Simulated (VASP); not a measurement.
Input:

```xyz
2
Lattice="0.0000 2.2311 2.2311 2.2311 0.0000 2.2311 2.2311 2.2311 0.0000" Properties=species:S:1:pos:R:3 pbc="T T T"
Hf     0.0000     0.0000     0.0000
N      2.2311     2.2311     2.2311
```

These are LDA (Ceperley-Alder, Perdew-Zunger) with spin-orbit coupling, VASP's LDA PAW potentials (set 64) (plane waves; VASP) values and carry that method's errors. Settings: 520 eV cut-off, 13×13×13 Γ-centred mesh, Gaussian smearing of 0.050 eV, potentials Hf_pv N.

Problem. What does the run give for the energy per atom (σ→0), band gap (over mesh and band path) with the smallest direct gap where there is one?

Solution. 
```json
{
 "band gap (over mesh and band path)": "none (metal, semimetal or under 0.01 eV)",
 "energy per atom (σ→0)": "-12.270 eV/atom"
}
```

Only differences to runs with the same potentials and settings are physical.

The compound is HfN in the rock salt structure. It was relaxed first.
